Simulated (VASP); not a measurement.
All values below come from PBE GGA + U (Dudarev), VASP's PBE PAW potentials (set 64) (plane waves; VASP 6.6.1).

The input files of a VASP run:

### POSCAR
```
Te2Mo
1
    0.0000000000     3.3536250000     3.3536250000
    3.3536250000     0.0000000000     3.3536250000
    3.3536250000     3.3536250000     0.0000000000
Mo Te
1 2
Direct
  0.0000000000   0.0000000000   0.0000000000
  0.2500000000   0.2500000000   0.2500000000
  0.7500000000   0.7500000000   0.7500000000
```

**INCAR**
```
! general
SYSTEM    = Te2Mo
PREC      = Accurate
ENCUT     = 400
LREAL     = .False.
LASPH     = .True.

! electronic loop
EDIFF     = 1E-6
NELM      = 100
ALGO      = Normal
LMAXMIX   = 4

! smearing
ISMEAR    = 0
SIGMA     = 0.05

! functional
GGA       = PE

! DFT+U
LDAU      = .True.
LDAUTYPE  = 2
LDAUL     = 2 -1
LDAUU     = 3.0 0
LDAUJ     = 0 0
LDAUPRINT = 1

! ions
ISIF      = 2

! output
LWAVE     = .False.
LCHARG    = .False.
LORBIT    = 10
```

**KPOINTS**
```
Automatic mesh
0
Gamma
5 5 5
0 0 0
```

POTCAR, in this order: Mo_sv Te (PBE.64 set). Program: vasp_std.

Output of the run:

OSZICAR:
```
       N       E                     dE             d eps       ncg     rms          rms(c)
DAV:   1     0.124791281038E+03    0.12479E+03   -0.11271E+04   412   0.114E+03
DAV:   2    -0.851429543001E+01   -0.13331E+03   -0.13196E+03   456   0.261E+02
DAV:   3    -0.131699635343E+02   -0.46557E+01   -0.45868E+01   396   0.426E+01
DAV:   4    -0.132696210236E+02   -0.99657E-01   -0.99412E-01   508   0.623E+00
DAV:   5    -0.132709051974E+02   -0.12842E-02   -0.12837E-02   445   0.636E-01    0.127E+01
DAV:   6    -0.132225868974E+02    0.48318E-01   -0.70543E+00   413   0.136E+01    0.595E+00
DAV:   7    -0.129413642046E+02    0.28122E+00   -0.22440E+00   396   0.775E+00    0.413E+00
DAV:   8    -0.129617181046E+02   -0.20354E-01   -0.15435E-01   372   0.243E+00    0.118E+00
DAV:   9    -0.129653546988E+02   -0.36366E-02   -0.18924E-02   416   0.701E-01    0.708E-01
DAV:  10    -0.129691057991E+02   -0.37511E-02   -0.13699E-02   436   0.511E-01    0.224E-01
DAV:  11    -0.129691030199E+02    0.27792E-05   -0.27239E-04   378   0.945E-02    0.119E-01
DAV:  12    -0.129691376010E+02   -0.34581E-04   -0.81048E-05   413   0.455E-02    0.485E-02
DAV:  13    -0.129691438618E+02   -0.62608E-05   -0.58824E-05   432   0.310E-02    0.453E-03
DAV:  14    -0.129691445323E+02   -0.67047E-06   -0.14825E-06   280   0.919E-03
   1 F= -.12969145E+02 E0= -.12965258E+02  d E =-.777232E-02
```

### OUTCAR
```
------------------------ aborting loop because EDIFF is reached ----------------------------------------
  FORCE on cell =-STRESS in cart. coord.  units (eV):
  Direction    XX          YY          ZZ          XY          YZ          ZX
  --------------------------------------------------------------------------------------
  Total       -0.6082561     -0.6082561     -0.6082561      0.0000000     -0.0000000      0.0000000
  in kB      -12.9188403    -12.9188403    -12.9188403      0.0000000     -0.0000000      0.0000000
  external PRESSURE =     -12.9188403 kB  Pullay stress =       0.0000000 kB
  volume of cell :       75.44
      direct lattice vectors                 reciprocal lattice vectors
     0.000000000  3.353625000  3.353625000    -0.149092400  0.149092400  0.149092400
     3.353625000  0.000000000  3.353625000     0.149092400 -0.149092400  0.149092400
     3.353625000  3.353625000  0.000000000     0.149092400  0.149092400 -0.149092400
 POSITION                                       TOTAL-FORCE (eV/Angst)
 -----------------------------------------------------------------------------------
      0.00000      0.00000      0.00000        -0.000000     -0.000000     -0.000000
      1.67681      1.67681      1.67681         0.000000      0.000000      0.000000
      5.03044      5.03044      5.03044        -0.000000     -0.000000     -0.000000
 -----------------------------------------------------------------------------------
    total drift:                                0.000000     -0.000000      0.000000
  FREE ENERGIE OF THE ION-ELECTRON SYSTEM (eV)
  ---------------------------------------------------
  free  energy   TOTEN  =       -12.9691445323 eV

  energy  without entropy=      -12.9613722160  energy(sigma->0) =      -12.96525837

 total charge

# of ion       s       p       d       tot
------------------------------------------
    1        2.240   6.099   3.910  12.249
    2        1.388   1.896   0.072   3.356
    3        1.388   1.896   0.072   3.356
--------------------------------------------------
tot          5.016   9.890   4.053  18.960
```
(Selected blocks of OUTCAR.)

The structure was generated: Te2Mo was put into the fluorite type (Fm-3m), which need not be its known phase. The cell was not relaxed at this level. The k-mesh is coarse (spacing up to 0.32 per Å, 2π included), so the numbers may not be converged in it. The run is one of a series of settings (LDAU = .TRUE., LDAUJ = 0 0, LDAUL = 2 -1, LDAUTYPE = 2, LDAUU = 3.0 0 against the base run), some of them coarse on purpose.
